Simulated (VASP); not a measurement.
Na:

```xyz
1
Lattice="-2.0854 2.0854 2.0854 2.0854 -2.0854 2.0854 2.0854 2.0854 -2.0854" Properties=species:S:1:pos:R:3 pbc="T T T"
Na    0.0000    0.0000    0.0000
```

Base run:

- Program: VASP 6.6.1
- Functional: PBE
- Potentials or basis: VASP PAW PBE potentials, release 64 (Na_pv)
- Cutoff: 520 eV
- k mesh: 12 × 12 × 12
- Occupations: methfessel-paxton, width 0.1 eV
- Spin: no spin polarisation

Its results: pressure 0.1 GPa.

Task: The run is repeated on the same cell with these changes: functional from PBE to LDA; potentials or basis from VASP PAW PBE potentials, release 64 (Na_pv) to VASP PAW LDA potentials, release 64 (Na_pv). What comes out?

Result: Pressure -0.8 GPa.
